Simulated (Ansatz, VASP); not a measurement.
**Te2Pb: VASP beside Ansatz**

One calculation is typed for both programs; each brings its own data sets. How far apart do they land? The cell is generated by rule, not measured, and may not be a known phase. The cell is taken from a series of runs on this material, whose earlier steps may have relaxed, scaled, displaced or heated it; both programs get it as it stands.

Method: plane waves, with VASP 6.6.1 beside it; relaxation of cell and atoms at PBEsol, in Ansatz 0.2.0.

**1. Set-up**

The structure is tetragonal, space group P4_2/mnm (No. 136). The conventional cell has a = 6.284 Å, b = 6.284 Å, c = 5.730 Å, α = 90.00°, β = 90.00°, γ = 90.00°. Nearest to Pb lie 6 Te at 3.01 to 3.20 Å. Nearest to Te lie 1 Te at 2.86 Å and 3 Pb at 3.01 to 3.20 Å. Farther neighbours and most contacts between anions are not listed.

Structure file:

```cif
data_structure
_symmetry_space_group_name_H-M 'P 1'
_symmetry_Int_Tables_number 1
_cell_length_a 6.2843
_cell_length_b 6.2843
_cell_length_c 5.7298
_cell_angle_alpha 90.000
_cell_angle_beta 90.000
_cell_angle_gamma 90.000
_cell_volume 226.28
loop_
_atom_site_label
_atom_site_type_symbol
_atom_site_fract_x
_atom_site_fract_y
_atom_site_fract_z
_atom_site_occupancy
Pb1 Pb 0.00000 0.00000 0.00000 1
Pb2 Pb 0.50000 0.50000 0.50000 1
Te3 Te 0.33906 0.33906 0.00000 1
Te4 Te 0.66094 0.66094 0.00000 1
Te5 Te 0.83906 0.16094 0.50000 1
Te6 Te 0.16094 0.83906 0.50000 1
```

**2. VASP: relaxation of cell and atoms, PBEsol, pair 1**

The relaxed volume is the usual yardstick between codes: in a stiff, nearly cubic crystal its relative difference is about their pressure difference at one cell divided by the bulk modulus.

Lines of VASP's logs that name or quote its potential files are left out, and so is its time.

The input, INCAR:

```
SYSTEM = Te2Pb
PREC = Accurate
ENCUT = 500
EDIFF = 1E-07
NELM = 120
ISMEAR = 1
SIGMA = 0.2
LREAL = .FALSE.
ALGO = Normal
GGA = PS
NBANDS = 32
LORBIT = 11
LWAVE = .FALSE.
LCHARG = .FALSE.
ISIF = 3
IBRION = 2
NSW = 80
EDIFFG = -0.005
LASPH = .TRUE.
GGA_COMPAT = .FALSE.
NELMIN = 4
KPAR = 2
```

The input, POSCAR:

```
Te2Pb
1.0
    6.2842540000      0.0000000000      0.0000000000
    0.0000000000      6.2842540000      0.0000000000
    0.0000000000      0.0000000000      5.7297810000
Pb Te
2 4
Direct
    0.0000000000      0.0000000000      0.0000000000
    0.5000000000      0.5000000000      0.4999999127
    0.3390625204      0.3390625204      0.0000000000
    0.6609376387      0.6609376387      0.0000000000
    0.8390625204      0.1609374796      0.4999999127
    0.1609374796      0.8390625204      0.4999999127
```

The input, KPOINTS:

```
Automatic mesh
0
Gamma
6 6 8
0 0 0
```

The projector-augmented-wave data sets are Pb_d and Te (PBE family, release 64).

Run with:

```bash
$ mpirun -np 2 vasp_std
```

Numbers of over 12 decimals in the logs are rounded to 6 here.

The program printed:

```text
[banner, memory and clock lines left out]
running    2 mpi-ranks, on    1 nodes
 distrk:  each k-point on    1 cores,    2 groups
 distr:  one band on    1 cores,    1 groups

 POSCAR found type information on POSCAR PbTe
 POSCAR found :  2 types and       6 ions
|                                                                             |
|               ----> ADVICE to this user running VASP <----                  |
|                                                                             |
|     You enforced a specific xc type in the INCAR file but a different       |
|     [... a line on the potential file left out ...]
|     I HOPE YOU KNOW WHAT YOU ARE DOING!                                     |
|                                                                             |

 LDA part: xc-table for (Slater+PW92), standard interpolation
 POSCAR, INCAR and KPOINTS ok, starting setup
 FFT: planning ... GRIDC
 FFT: planning ... GRID_SOFT
 FFT: planning ... GRID
 WAVECAR not read
 entering main loop
       N       E                     dE             d eps       ncg     rms          rms(c)
DAV:   1     0.455459551251E+03    0.45546E+03   -0.21059E+04  3200   0.141E+03
DAV:   2     0.273621194307E+02   -0.42810E+03   -0.41747E+03  3464   0.362E+02
DAV:   3    -0.193057634227E+02   -0.46668E+02   -0.45815E+02  4248   0.137E+02
DAV:   4    -0.212725341240E+02   -0.19668E+01   -0.19570E+01  4024   0.333E+01
DAV:   5    -0.213488784305E+02   -0.76344E-01   -0.76333E-01  4696   0.617E+00    0.856E+00
DAV:   6    -0.211062352406E+02    0.24264E+00   -0.49589E-01  4136   0.536E+00    0.583E+00
DAV:   7    -0.210963404663E+02    0.98948E-02   -0.20757E-01  4280   0.223E+00    0.115E+00
DAV:   8    -0.210911004809E+02    0.52400E-02   -0.46156E-02  3784   0.165E+00    0.349E-01
DAV:   9    -0.210913936458E+02   -0.29316E-03   -0.42918E-03  3832   0.493E-01    0.720E-02
DAV:  10    -0.210912668478E+02    0.12680E-03   -0.64782E-04  4304   0.206E-01    0.325E-02
DAV:  11    -0.210912787578E+02   -0.11910E-04   -0.11597E-04  4296   0.626E-02    0.293E-02
DAV:  12    -0.210912785767E+02    0.18115E-06   -0.15977E-05  4016   0.244E-02    0.107E-02
DAV:  13    -0.210912775676E+02    0.10091E-05   -0.21260E-06  3384   0.913E-03    0.326E-03
DAV:  14    -0.210912775990E+02   -0.31398E-07   -0.32663E-07  3336   0.294E-03
   1 F= -.21091278E+02 E0= -.21088566E+02  d E =-.210913E+02
 curvature:   0.00 expect dE= 0.000E+00 dE for cont linesearch  0.000E+00
 trial: gam= 0.00000 g(F)=  0.101E-04 g(S)=  0.285E-05 ort = 0.000E+00 (trialstep = 0.100E+01)
 search vector abs. value=  0.129E-04
 bond charge predicted
       N       E                     dE             d eps       ncg     rms          rms(c)
DAV:   1    -0.210912975959E+02   -0.20028E-04   -0.72279E-04  3728   0.194E-01    0.198E-02
DAV:   2    -0.210912900173E+02    0.75786E-05   -0.35069E-05  3808   0.507E-02    0.873E-03
DAV:   3    -0.210912869267E+02    0.30907E-05   -0.65144E-06  4424   0.252E-02    0.304E-03
DAV:   4    -0.210912869007E+02    0.26004E-07   -0.83214E-07  3928   0.666E-03
   2 F= -.21091287E+02 E0= -.21088581E+02  d E =-.930165E-05
 trial-energy change:   -0.000009  1 .order   -0.000010   -0.000013   -0.000007
 step:   2.2514(harm=  2.2514)  dis= 0.00056  next Energy=   -21.091292 (dE=-0.146E-04)
 reached required accuracy - stopping structural energy minimisation
```

Parts of OUTCAR (step 2):

```text
ion  position               nearest neighbor table
   1  0.000  0.000  0.000-   4 3.01   3 3.01   5 3.20   6 3.20   5 3.20   6 3.20
   2  0.500  0.500  0.500-   5 3.01   6 3.01   3 3.20   4 3.20   3 3.20   4 3.20
   3  0.339  0.339  0.000-   4 2.86   1 3.01   2 3.20   2 3.20
   4  0.661  0.661  0.000-   3 2.86   1 3.01   2 3.20   2 3.20
   5  0.839  0.161  0.500-   6 2.86   2 3.01   1 3.20   1 3.20
   6  0.161  0.839  0.500-   5 2.86   2 3.01   1 3.20   1 3.20

  LATTYP: Found a simple tetragonal cell.
 ALAT       =     6.2842540000
 C/A-ratio  =     0.9117678884

 Subroutine GETGRP returns: Found 16 space group operations
 (whereof  8 operations were pure point group operations)

The static configuration has the point symmetry D_2h.
 The point group associated with its full space group is D_4h.

 Found     50 irreducible k-points:

   k-points           NKPTS =     50   k-points in BZ     NKDIM =     50   number of bands    NBANDS=     32

   dimension x,y,z NGX =    48 NGY =   48 NGZ =   42
   dimension x,y,z NGXF=    96 NGYF=   96 NGZF=   84

   ENCUT  =  500.0 eV  36.75 Ry    6.06 a.u.  11.46 11.46 10.45*2*pi/ulx,y,z

   NELECT =      52.0000    total number of electrons

 k-points in reciprocal lattice and weights: Automatic mesh
   0.00000000  0.00000000  0.00000000       0.003
   0.16666667  0.00000000  0.00000000       0.014
   0.33333333  0.00000000  0.00000000       0.014
   0.50000000  0.00000000  0.00000000       0.007
   0.16666667  0.16666667  0.00000000       0.014
   0.33333333  0.16666667  0.00000000       0.028
   0.50000000  0.16666667  0.00000000       0.014
   0.33333333  0.33333333  0.00000000       0.014
   0.50000000  0.33333333  0.00000000       0.014
[...]
0.50000000  0.33333333  0.50000000       0.014
   0.50000000  0.50000000  0.50000000       0.003

 average (electrostatic) potential at core
       1 -92.8638       2 -92.8638       3 -89.6867       4 -89.6868       5 -89.6868
       6 -89.6868

 E-fermi :   4.1603

 k-point     1 :       0.0000    0.0000    0.0000
  band No.  band energies     occupation
    ...
     23       2.3275      2.00000
     24       3.4883      2.00002
     25       3.4883      2.00002
     26       3.8864      2.06566
     27       3.8864      2.06566
     28       4.3004      0.07977
     29       5.3226     -0.00000
     30       5.3226     -0.00000
     31       7.3742     -0.00000
     32       8.6351      0.00000

 k-point     2 :       0.1667    0.0000    0.0000
  band No.  band energies     occupation
    ...
     22       2.5596      2.00000
     23       2.8781      2.00000
     24       3.5134      2.00005
     25       3.5424      2.00011
     26       3.9278      2.06960
     27       4.2885      0.12457
     28       4.4497     -0.05985
     29       5.3601     -0.00000
     30       5.4593     -0.00000
     31       7.4145     -0.00000
    ...

 k-point     3 :       0.3333    0.0000    0.0000
  band No.  band energies     occupation
    ...
     22       2.6640      2.00000
     23       3.2783      2.00000
     24       3.5737      2.00027
     25       3.6188      2.00087
     26       3.7557      2.01484
     27       5.1698     -0.00000
     28       5.2874     -0.00000
     29       5.7349     -0.00000
     30       5.8377     -0.00000
     31       7.5527     -0.00000
    ...

  Total       -0.0103741     -0.0103741      0.0022478     -0.0000000      0.0000000      0.0000000
  in kB       -0.0734624     -0.0734624      0.0159174     -0.0000000      0.0000000      0.0000000
  external PRESSURE =      -0.0436691 kB  Pullay stress =       0.0000000 kB

  energy-cutoff  :      500.00
  volume of cell :      226.25
      direct lattice vectors                 reciprocal lattice vectors
     6.283668193  0.000000000  0.000000000     0.159142712  0.000000000  0.000000000
     0.000000000  6.283668193  0.000000000    -0.000000000  0.159142712  0.000000000
     0.000000000  0.000000000  5.730208591     0.000000000  0.000000000  0.174513717

 POSITION                                       TOTAL-FORCE (eV/Angst)
 -----------------------------------------------------------------------------------
      0.00000      6.28367      0.00000         0.000000      0.000000      0.000000
      3.14183      3.14183      2.86510         0.000000      0.000000      0.000000
      2.13031      2.13031      0.00000        -0.002579     -0.002579      0.000000
      4.15336      4.15336      0.00000         0.002579      0.002579      0.000000
      5.27214      1.01152      2.86510        -0.002579      0.002579      0.000000
      1.01152      5.27214      2.86510         0.002579     -0.002579      0.000000
 -----------------------------------------------------------------------------------
    total drift:                               -0.000210     -0.000210      0.000674

  FREE ENERGIE OF THE ION-ELECTRON SYSTEM (eV)
  ---------------------------------------------------
  free  energy   TOTEN  =       -21.0912869007 eV

  energy  without entropy=      -21.0831686499  energy(sigma->0) =      -21.08858082

 reached required accuracy - stopping structural energy minimisation

 total charge
# of ion       s       p       d       tot
------------------------------------------
    1        1.410   0.645   9.834  11.888
    2        1.410   0.645   9.834  11.888
    3        1.401   1.901   0.029   3.331
    4        1.401   1.901   0.029   3.331
    5        1.401   1.901   0.029   3.331
    6        1.401   1.901   0.029   3.331
--------------------------------------------------
tot          8.425   8.892  19.782  37.099

[... 3 further parts left out ...]
```

CONTCAR:

```
Te2Pb
   1.00000000000000
     6.2836681929294098    0.0000000000000000    0.0000000000000000
     0.0000000000000000    6.2836681929294098    0.0000000000000000
     0.0000000000000000    0.0000000000000000    5.7302085910524889
  Pb              Te
     2     4
Direct
     0.0000000000000000    1.0000000000000000    0.0000000000000000
     0.5000000000000000    0.5000000000000000    0.4999999126999981
     0.3390232906686612    0.3390232906686612    0.0000000000000000
     0.6609768684313360    0.6609768684313360    0.0000000000000000
     0.8390232906686612    0.1609767093313388    0.4999999126999981
     0.1609767093313388    0.8390232906686612    0.4999999126999981
```

The run keeps the 16 symmetry operations of its start, so it cannot find a distortion of lower symmetry.

**3. Ansatz: relaxation of cell and atoms, PBEsol, pair 1**

Ansatz runs on its default PAW (the set named soft_2) files.

The same cell, functional, mesh and smearing now go to Ansatz, which takes its cutoff from its data sets.

The input, input.yaml:

```yaml
crystal:
  lattice:
    - [6.284254466, 0.0, 0.0]
    - [0.0, 6.284254466, 0.0]
    - [0.0, 0.0, 5.7297807667]
  atoms:
    - { symbol: Pb, position: [0.0, 0.0, 0.0] }
    - { symbol: Pb, position: [0.5, 0.5, 0.5] }
    - { symbol: Te, position: [0.3390624589, 0.3390624589, 0.0] }
    - { symbol: Te, position: [0.6609375411, 0.6609375411, 0.0] }
    - { symbol: Te, position: [0.8390624589, 0.1609375411, 0.5] }
    - { symbol: Te, position: [0.1609375411, 0.8390624589, 0.5] }
kpoints:
  mp_grid: { grid: [6, 6, 8] }
hamiltonian:
  xc: pbesol
scf:
  occupations: { method: methfessel_paxton, width: 0.2 }
output:
  forces: true
  stress: true
  eigenvalues: true
relax:
  adjacent_minimum: "off"
  f_tol: 0.001
  max_steps: 60
  cell: { stress_tol: 0.01 }
```

Run with:

```bash
$ ansatz run input.yaml --threads 8 --pin off --max-ram 14336MiB --backend cpu --events-out ev --progress --plain --runs-dir out
```

The program printed:

```text
Engine: ansatz 0.2.0, aarch64-unknown-linux-gnu
Pseudopotentials: kind: paw
Pseudopotential: Pb, paw, valence charge 14, recommended cutoff 420 eV (normal), Pb.paw.azcp
Pseudopotential: Te, paw, valence charge 16, recommended cutoff 420 eV (normal), Te.paw.azcp
Functional definition: PBEsol
  exchange = pbesol_x
  correlation = pbesol_c
Crystal: 6 atoms, lattice volume = 226.280 Å³
Basis set: ecut = 420 eV, 4431 PW (Γ), exchange–correlation on 90×90×80 points (8 copies of the dense FFT grid, shifted against one another)
Bands: 56, of which v1, the nominal top of the filled ones, is band 46 counted from 1 (45 counted from 0)
Symmetry: 16 space group operations
Space group: P42/mnm (ITA 136), of the structure as read, at distance tolerance 6.1e-5 Å
k-points: 50 of 288
Non-local potential: Pb, projectors of the file, l = 0: 2, l = 1: 2, l = 2: 2, l = 3: 2
Non-local potential: Te, projectors of the file, l = 0: 2, l = 1: 2, l = 2: 2, l = 3: 2
PAW form: soft (Blöchl's): semilocal exchange-correlation on the pseudo side does not see the compensation charge
PAW frozen core: Pb, regenerated for the run's functional, and the local potential with it (the file was generated under x = pbe(κ = 0.804, μ = 0.219515), c = pbe(β = 0.066725))
PAW frozen core: Te, regenerated for the run's functional, and the local potential with it (the file was generated under x = pbe(κ = 0.804, μ = 0.219515), c = pbe(β = 0.066725))
PAW one-centre angular grid: Pb, 590 points (default); XC on 64 Gauss nodes
PAW one-centre angular grid: Te, 590 points (default); XC on 64 Gauss nodes
Initial density: superposition of atomic densities (neutral atoms: chi_scale 0, normalization atom), corrected by the library's trained network
Initial wavefunctions: pseudopotential atomic-orbital guess
Functional: x = pbesol(κ = 0.804, μ = 0.123457), c = pbesol(β = 0.046)
SCF iter   1: F=—  HF=-51114.925766 eV  |F-HF|=—  |Δ(HF+E_count)|=         —  Δρ=2.46e-3  dr2=2.60e-2  ethr=1.77e-3  ⟨swp⟩=7.8  Hψ=11653  notcnv=0
preconditioner: auto → LDOS  [metal: Δε(μ)=0.023 eV  Ē_g=12.901 eV  σ=0.200 eV  W_gap=0.10  n_scr=48 (ndim 8)  ℏωp=17.8 eV  f_vac=0.043  D(μ)=7.26/eV (n_scr^D=48)  β→1.0]
SCF iter   2: F=—  HF=-51114.919255 eV  |F-HF|=—  |Δ(HF+E_count)|=   6.51e-3  S|Δr|=    0.00e0  Δρ=1.68e-3  dr2=9.07e-3  ethr=2.82e-5  ⟨swp⟩=2.0  Hψ=5575  notcnv=0
SCF iter   3: F=—  HF=-51114.916898 eV  |F-HF|=—  |Δ(HF+E_count)|=   2.36e-3  S|Δr|=    0.00e0  Δρ=6.21e-4  dr2=1.34e-3  ethr=9.86e-6  ⟨swp⟩=2.0  Hψ=4945  notcnv=0
SCF iter   4: F=—  HF=-51114.916555 eV  |F-HF|=—  |Δ(HF+E_count)|=   3.43e-4  S|Δr|=    0.00e0  Δρ=1.49e-4  dr2=1.06e-4  ethr=1.45e-6  ⟨swp⟩=2.0  Hψ=4945  notcnv=0
SCF iter   5: F=—  HF=-51114.916535 eV  |F-HF|=—  |Δ(HF+E_count)|=   2.02e-5  S|Δr|=    0.00e0  Δρ=4.49e-5  dr2=7.51e-6  ethr=1.15e-7  ⟨swp⟩=2.0  Hψ=3440  notcnv=0
SCF iter   6: F=—  HF=-51114.916484 eV  |F-HF|=—  |Δ(HF+E_count)|=   5.06e-5  S|Δr|=    0.00e0  Δρ=1.33e-5  dr2=5.03e-7  ethr=8.17e-9  ⟨swp⟩=3.0  Hψ=5162  notcnv=0
SCF iter   7: F=-51114.916484 eV  HF=-51114.916484 eV  |F-HF|=1.06e-8  |Δ(HF+E_count)|=   1.14e-7  S|Δr|=    0.00e0  Δρ=3.15e-6  dr2=3.36e-8  ethr=1.09e-10  ⟨swp⟩=11.0  Hψ=13685  notcnv=0
SCF 1 converged in 7 iterations: F = -51114.916484 eV  dr2 = 3.36e-8
  greatest PAW one-centre occupation: 0.998 electrons in one spin orbital (limit 2), on the Te atom at site 3 (counted from 0), in its partial waves of l = 2
relax step   1: F+E_penalty+E_count = -51114.91648424 eV  Δ(F+E_penalty+E_count) = +0.000e0 eV  max|allowed force component| = 2.769e-3 eV/Å  Δτ_max = 0.0000 Å  P = -0.001 GPa  Ω = 226.280 Å³  (7 SCF iters, dr2 threshold 1.00e-7 eV, accepted)
[...]
relax step   2: F+E_penalty+E_count = -51114.91648984 eV  Δ(F+E_penalty+E_count) = -5.602e-6 eV  max|allowed force component| = 3.358e-4 eV/Å  Δτ_max = 0.0005 Å  P = +0.002 GPa  Ω = 226.288 Å³  energy of the carried Pulay correction = -1.095e-6 eV  (6 SCF iters, dr2 threshold 4.79e-10 eV, accepted)
[...]
relax step   3: F+E_penalty+E_count = -51114.91649386 eV  Δ(F+E_penalty+E_count) = -4.019e-6 eV  max|allowed force component| = 3.361e-4 eV/Å  Δτ_max = 0.0000 Å  P = +0.002 GPa  Ω = 226.288 Å³  stress off target by 6.26e-3 GPa  SCF on the basis re-selected at this cell (its energy is not comparable with the rows above)  (7 SCF iters)
basis re-selected at this cell: Δ(F+E_penalty+E_count) = -4.019e-6 eV, ΔP = +0.000 GPa vs the last step (what re-selecting the basis moved, of the pressure what is left beyond the Pulay correction that the steps carried, after the strain that the cell walked since its last selection, with what the two solves' SCF thresholds leave and, on support functions, any second-order correction that the steps lacked; it is no m [...]
SCF converged after 7 iterations
Stability not checked: this state was not tested for a lower state beside it, because cold or Methfessel-Paxton smearing, or corrected tetrahedra, fill the levels in a way that the test cannot read (fill_not_monotonic; see scf.lower_state_search)
Free energy (F): -51114.916494 eV
Harris-Foulkes:  -51114.916494 eV  (|F-HF|=7.28e-12)
Internal energy: -51114.908362 eV  (E = F + TS)
E sigma→0 (E₀):  -51114.914461 eV
Entropy (-TS):   -0.008132 eV (-1.355 meV/atom)
Fermi energy:    6.831732 eV
--- Per-component energies (eV) ---
  E_band       = -1314.585106
  E_kinetic    = 1298.933467
  E_local      = -8381.487497  (includes V_loc(G=0)·N_el)
  E_nonlocal   = -526.948205
  E_hartree    = 4582.394284
  E_xc         = -929.604150
  E_vxc        = -679.451701  (∫ρ·V_xc dr)
  E_paw        = -38849.450142  (= ΣΔE_a)
  E_vpaw       = -2190.419120  (= ΣTr[D̂ρ^β])
  E_aug_tail   = -0.000602  (compensation charges beyond the density's cutoff)
  E_ewald      = -8310.369012
  E_core_change = 1.623494  (= ΣΔE_core)
  E_smearing   = -0.008132  (= −TS)
  E_closure    = -0.000000  (closes the sum)
  Σ components = -51114.916494   (vs F -51114.916494, Δ=0.00e0)
--- Forces (eV/Å), atoms counted from 1 ---
  atom   1  Pb     0.00000000     0.00000000     0.00000000
  atom   2  Pb     0.00000000     0.00000000     0.00000000
  atom   3  Te    -0.00033610    -0.00033610     0.00000000
  atom   4  Te     0.00033610     0.00033610     0.00000000
  atom   5  Te    -0.00033610     0.00033610     0.00000000
  atom   6  Te     0.00033610    -0.00033610     0.00000000
  max |Σ_I F_I| component: 2.17e-18 eV/Å
--- Stress (GPa, compression-positive) ---
        0.000523       0.000000       0.000000
        0.000000       0.000523       0.000000
        0.000000       0.000000       0.006259
  P = ⅓ Tr σ = 0.0024 GPa (0.024 kbar)
--- Band table (eV; the first three rows and the last of 50) ---
  k-point 0: bands = [... 42 lower, 5.0031, 6.1586, 6.1586, 6.5588, 6.5588, 6.9719, 7.9987, 7.9987, ... 6 higher]
  k-point 1: bands = [... 42 lower, 5.0553, 5.7123, 5.7123, 6.6771, 6.6771, 6.8537, 8.3549, 8.3549, ... 6 higher]
  k-point 2: bands = [... 42 lower, 5.2216, 5.2216, 5.5108, 6.4731, 6.4731, 6.5518, 9.0900, 9.2061, ... 6 higher]
  k-point 49: bands = [... 42 lower, 6.3343, 6.3343, 6.4303, 6.4303, 7.0256, 7.0256, 9.2349, 9.2349, ... 6 higher]
--- Relaxed structure (2 steps of the walk, 2 accepted, 1 SCFs on fresh bases) ---
  F+E_penalty+E_count = -51114.91649386 eV   max|allowed force component| = 3.361e-4 eV/Å   (the final SCF, on the basis selected at the relaxed cell)
  cell:  # Å, volume = 226.2879 Å³
    - [6.283744, 0, 0.0]
    - [0, 6.283744, 0.0]
    - [0.0, 0.0, 5.730920]
  atoms:
    - { symbol: Pb, position: [0, 0, 0.0] }
    - { symbol: Pb, position: [0.5, 0.5, 0.5] }
    - { symbol: Te, position: [0.339119, 0.339119, 0.0] }
    - { symbol: Te, position: [0.660881, 0.660881, 0.0] }
    - { symbol: Te, position: [0.839119, 0.160881, 0.5] }
    - { symbol: Te, position: [0.160881, 0.839119, 0.5] }
```

(Continued in part 2 of 2.)

[Lines on the potential files, build, host, timing and source positions are cut from VASP's logs without a mark.]

[Logs are printed without paths, hosts, clocks, repeated set-up lines and the standing remarks that a program may print on its own settings, such as how far it seeks lower states.]

[Hosts, paths, dates, database ids (printed as entryN), source tags and the programs' standing remarks are cut or masked in the printed files.]
